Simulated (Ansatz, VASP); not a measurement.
# Ru (Ruthenium) in two plane-wave programs, part 2 of 2

One calculation is typed for both programs; each brings its own data sets. How far apart do they land? The cell is taken from a series of runs on this material, whose earlier steps may have relaxed, scaled, displaced or heated it; both programs get it as it stands.

VASP 6.6.1 and Ansatz 0.2.0.

So far: Set-up; VASP: zone-centre phonons, LDA.

### 3. Ansatz: zone-centre phonons, LDA

Level of this step: Ansatz beside VASP: Kohn-Sham DFT, plane waves, LDA (Ansatz).

Ansatz runs on its PAW soft_1 files.

The same cell, functional (in two slightly different forms), mesh and smearing now go to Ansatz, which takes its cutoff from its data sets.

input.yaml

```yaml
crystal:
  lattice:
    - [2.6966330702, 0.0, 0.0]
    - [-1.3483165351, 2.3353527435, 0.0]
    - [0.0, 0.0, 4.0972312704]
  atoms:
    - { symbol: Ru, position: [0.3333333295, 0.6666666705, 0.25] }
    - { symbol: Ru, position: [0.6666666705, 0.3333333295, 0.75] }
kpoints:
  mp_grid: { grid: [18, 18, 12] }
hamiltonian:
  xc: lda
  pseudopotentials: { kind: paw, azcp: { folder: soft_1 }, xc_functional: pbe }
scf:
  occupations: { method: methfessel_paxton, width: 0.2 }
output:
  eigenvalues: true
phonons:
  method: dfpt
```

On the command line:

```
$ ansatz run input.yaml --threads 4 --pin off --max-ram 10240MiB --backend cpu --events-out ev --progress --plain --runs-dir out
```

Numbers of over 12 decimals in the logs are rounded to 6 here.

Output:

```text
zone centre: on kpoints.mp_grid the ground state, and the responses unless they are solved on pairs of k-points, stand on 637 of the mesh's 3888 k-points, reduced under 4 symmetry operations, with k and −k counted as one. Each operation leaves every solved displacement unchanged or reverses it
Engine: ansatz 0.2.0, aarch64-unknown-linux-gnu
Pseudopotentials: kind: paw
Pseudopotential: Ru, paw, valence charge 16, recommended cutoff 420 eV (normal), soft_1/Ru.paw.azcp
Functional definition: SPW92
  exchange = slater_x
  correlation = pw_c
Crystal: 2 atoms, lattice volume = 25.803 Å³
Basis set: ecut = 420 eV, 523 PW (Γ), exchange–correlation on 40×40×60 points (8 copies of the dense FFT grid, shifted against one another)
Bands: 20, of which v1, the nominal top of the filled ones, is band 16 counted from 1 (15 counted from 0)
Symmetry: 24 space group operations
k-points: 637 of 3888 (irreducible under 4 space group operations, time reversal used)
Non-local potential: Ru, projectors of the file, l = 0: 3, l = 1: 2, l = 2: 2, l = 3: 1
PAW form: soft (Blöchl's): semilocal exchange-correlation on the pseudo side does not see the compensation charge
PAW frozen core: Ru, regenerated for the run's functional, and the local potential with it (the file was generated under x = pbe(κ = 0.804, μ = 0.219515), c = pbe(β = 0.066725))
PAW one-centre angular grid: Ru, 590 points (default); XC on 64 Gauss nodes
Initial density: superposition of atomic densities (chi_scale 0.1, normalization cell)
Initial wavefunctions: pseudopotential atomic-orbital guess
Functional: x = slater, c = lda
SCF iter   1: F=—  HF=-11518.056261 eV  |F-HF|=—  |Δ(HF+E_count)|=         —  Δρ=1.31e-1  dr2=4.08e0  ethr=3.10e-3  ⟨swp⟩=5.0  Hψ=112378  notcnv=0  defer=64
automatic band count: the SCF goes on with 24 bands, as 20 were too few: they end inside the smearing window of the response
preconditioner: auto → none  [metal: Δε(μ)=0.021 eV  Ē_g=12.063 eV  σ=0.200 eV  W_gap=0.09  n_scr=8 (ndim 8)  ℏωp=29.2 eV  f_vac=0.000  D(μ)=1.33/eV (n_scr^D=8)  sad-step TF]
SCF iter   2: F=—  HF=-11517.056236 eV  |F-HF|=—  |Δ(HF+E_count)|=    1.00e0  S|Δr|=    0.00e0  Δρ=7.33e-2  dr2=1.27e0  ethr=3.10e-3  ⟨swp⟩=2.8  Hψ=29234  notcnv=0  defer=1801
SCF iter   3: F=—  HF=-11516.614868 eV  |F-HF|=—  |Δ(HF+E_count)|=   4.41e-1  S|Δr|=    0.00e0  Δρ=3.49e-3  dr2=1.42e-3  ethr=3.10e-3  ⟨swp⟩=2.0  Hψ=21749  notcnv=0  defer=1801
SCF iter   4: F=—  HF=-11516.615491 eV  |F-HF|=—  |Δ(HF+E_count)|=   6.23e-4  S|Δr|=    0.00e0  Δρ=4.67e-4  dr2=1.74e-5  ethr=4.42e-6  ⟨swp⟩=2.3  Hψ=29661  notcnv=0  defer=1684
SCF iter   5: F=—  HF=-11516.615501 eV  |F-HF|=—  |Δ(HF+E_count)|=   9.68e-6  S|Δr|=    0.00e0  Δρ=1.69e-4  dr2=3.92e-6  ethr=5.44e-8  ⟨swp⟩=2.0  Hψ=23465  notcnv=0  defer=1684
SCF iter   6: F=—  HF=-11516.615500 eV  |F-HF|=—  |Δ(HF+E_count)|=   1.08e-6  S|Δr|=    0.00e0  Δρ=2.32e-5  dr2=6.84e-8  ethr=1.22e-8  ⟨swp⟩=2.8  Hψ=24551  notcnv=0  defer=1684
SCF iter   7: F=—  HF=-11516.615500 eV  |F-HF|=—  |Δ(HF+E_count)|=   2.60e-7  S|Δr|=    0.00e0  Δρ=3.34e-6  dr2=1.96e-9  ethr=2.14e-10  ⟨swp⟩=2.0  Hψ=21562  notcnv=0  defer=1684
SCF iter   8: F=—  HF=-11516.615500 eV  |F-HF|=—  |Δ(HF+E_count)|=  3.49e-10  S|Δr|=    0.00e0  Δρ=4.16e-7  dr2=3.29e-11  ethr=6.14e-12  ⟨swp⟩=2.3  Hψ=21769  notcnv=0  defer=1684
SCF iter   9: F=-11516.615500 eV  HF=-11516.615500 eV  |F-HF|=3.64e-12  |Δ(HF+E_count)|=  3.64e-12  S|Δr|=    0.00e0  Δρ=3.03e-8  dr2=9.61e-14  ethr=1.00e-12  ⟨swp⟩=10.0  Hψ=73289  notcnv=0
SCF 1 converged in 9 iterations: F = -11516.615500 eV  dr2 = 9.61e-14
  greatest PAW one-centre occupation: 1.000 electrons in one spin orbital (limit 2), on the Ru atom at site 1 (counted from 0), in its partial waves of l = 0
DFPT response loops at Γ: preconditioner auto → Kerker (q_TF=auto, 2.828 Å⁻¹) (partly filled bands, converged f_vac=0.000); β = 1.00, the filter's whole step (`scf.mixing.beta` (0.50) is not read by the response loops under this deck's `scf.mixing.preconditioner`; to damp them name `kerker` or `kerker_dos`, under which they read `scf.mixing.beta`, and type it under 1.00, their step now; both keys bind the ground state too); Broyden in place of MSR1
SCF converged after 9 iterations
Stability not checked: this state was not tested for a lower state beside it, because cold or Methfessel-Paxton smearing, or corrected tetrahedra, fill the levels in a way that the test cannot read (fill_not_monotonic; see scf.lower_state_search)
Free energy (F): -11516.615500 eV
Harris-Foulkes:  -11516.615500 eV  (|F-HF|=3.64e-12)
Internal energy: -11516.615037 eV  (E = F + TS)
E sigma→0 (E₀):  -11516.615384 eV
Entropy (-TS):   -0.000463 eV (-0.231 meV/atom)
Fermi energy:    24.526579 eV
Step filling:    the computed levels leave a gap of 0.0000 eV = 0.0 smearing widths at the electron count; against every level under it full and every level over it empty, smearing changes F+E_penalty+E_count by +0.170 meV and its σ→0 estimate by +0.285 meV
--- Per-component energies (eV) ---
  E_band       = -78.069997
  E_kinetic    = 925.612063
  E_local      = -2448.502632  (includes V_loc(G=0)·N_el)
  E_nonlocal   = 836.328545
  E_hartree    = 809.469580
  E_xc         = -340.355092
  E_vxc        = -432.014276  (∫ρ·V_xc dr)
  E_paw        = -6764.049825  (= ΣΔE_a)
  E_vpaw       = -578.434001  (= ΣTr[D̂ρ^β])
  E_aug_tail   = 0.001128  (compensation charges beyond the density's cutoff)
  E_ewald      = -4536.262174
  E_core_change = 1.143369  (= ΣΔE_core)
  E_smearing   = -0.000463  (= −TS)
  E_closure    = -0.000000  (closes the sum)
  Σ components = -11516.615500   (vs F -11516.615500, Δ=0.00e0)
--- Band table (eV; the first three rows and the last of 637) ---
  k-point 0: bands = [... 12 lower, 22.2940, 22.4872, 22.4872, 22.6709, 22.6709, 25.7936, 25.7936, 26.3604, ... 4 higher]
  k-point 1: bands = [... 12 lower, 22.2431, 22.4201, 22.4201, 22.8368, 22.8368, 25.8151, 25.8151, 26.0636, ... 4 higher]
  k-point 2: bands = [... 12 lower, 22.1014, 22.2411, 22.2411, 23.2216, 23.2216, 25.2983, 25.8531, 25.8531, ... 4 higher]
  k-point 636: bands = [... 12 lower, 21.6905, 21.6905, 23.0139, 23.0139, 26.2466, 26.2466, 29.7988, 29.7988, ... 4 higher]
--- Phonons (Γ-DFPT): 2 representative perturbations + reference, on 637 of 3888 k-points (Σ response iterations 6) ---
  k mesh reduced under 4 symmetry operations, with k and −k counted as one. Each operation leaves every solved displacement unchanged or reverses it
  ASR residual: 7.094e-6 → 0.000e0 eV/Å²; symmetrization residual: 7.034e-13 eV/Å²
  ASR residual per site (eV/Å²): 7.09e-6 7.09e-6
  Γ frequencies (cm⁻¹): 0.00 0.00 0.00 225.73 225.73 315.29
  non-analytic LO–TO correction: not included (Born effective charges unavailable; polar crystals: no LO–TO splitting at Γ)
```

The column dr2 measures how far the density is from self-consistency, as an energy; F and HF (Harris–Foulkes) agree once it is small.

### 4. Side by side

Known differences besides the potentials themselves: the two LDA forms differ slightly; the data sets hold 32 valence electrons in Ansatz (on its PAW soft_1 files) and 28 in VASP; the cutoff is 420 eV in Ansatz and 500 eV in VASP; VASP's log shows a relativistic correction to its local exchange, Ansatz's none. Total energies have different zeros and are not compared.

Both answers:

| quantity | Ansatz | VASP | difference |
| --- | --- | --- | --- |
| optical mode 1 to 2 (cm⁻¹) | 225.7 | 226.5 | -0.34 % |
| optical mode 3 (cm⁻¹) | 315.3 | 318.5 | -1.01 % |

Modes are paired by rising frequency, not by their patterns, so a pair may set unlike modes beside each other; they are those without the splitting of longitudinal modes.

### 5. Results

| Property | Result |
| --- | --- |
| r.m.s. difference of the optical zone-centre modes, each program's sorted by frequency (zone-centre phonons, LDA) | 2.0 cm⁻¹ |
| difference in optical mode 3 (zone-centre phonons, LDA) | -1.0 % |

**Reading.** The r.m.s. difference of the optical zone-centre modes, each program's sorted by frequency is 2.0 cm⁻¹ (zone-centre phonons, LDA). The data sets hold unlike numbers of valence electrons (32 in Ansatz and 28 in VASP), so part of the differences comes from the potentials. Among the rows given in per cent, the largest difference of the zone-centre phonons, LDA pair is in optical mode 3, -1.0 %. How closely two codes agree says nothing of how well the functional describes the real material.

[Lines on the potential files, build, host, timing and source positions are cut from VASP's logs without a mark.]

[Logs are printed without paths, hosts, clocks, repeated set-up lines and the standing remarks that a program may print on its own settings, such as how far it seeks lower states.]

[Hosts, paths, dates, database ids (printed as entryN), source tags and the programs' standing remarks are cut or masked in the printed files.]
